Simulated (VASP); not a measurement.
Given:

```xyz
2
Lattice="4.5562 -1.9633 0.2200 4.5562 1.9633 0.2200 3.5533 0.0000 3.4693" Properties=species:S:1:pos:R:3 pbc="T T T"
As     2.7736     0.0000     0.8561
As     9.8920     0.0000     3.0532
```

All values below come from vdW-DF2, VASP's PBE PAW potentials (set 64) (plane waves; VASP 6.6.1). Numerical set-up: 520 eV cut-off, 11×11×11 Γ-centred mesh, first-order Methfessel-Paxton smearing of 0.10 eV, potentials As.

The ions and cell shape at fixed volume are relaxed. Which structure does the run end with?

```xyz
2
Lattice="4.7579 -1.9163 0.3107 4.7579 1.9163 0.3107 3.7790 0.0000 3.4821" Properties=species:S:1:pos:R:3 pbc="T T T"
As     2.8747     0.0000     0.8873
As    10.4200     0.0000     3.2161
```
Space group R-3m (166), at a tolerance of 0.03 Å.

How much energy does the relaxation gain?

The energy (σ→0) changes by -10.4 meV/atom, in 5 ionic steps.

The compound is As in the a7 structure. This cell is one point of a volume scan, at 1.06 of the reference volume. Symmetry was kept, so distortions that lower it aren't found.
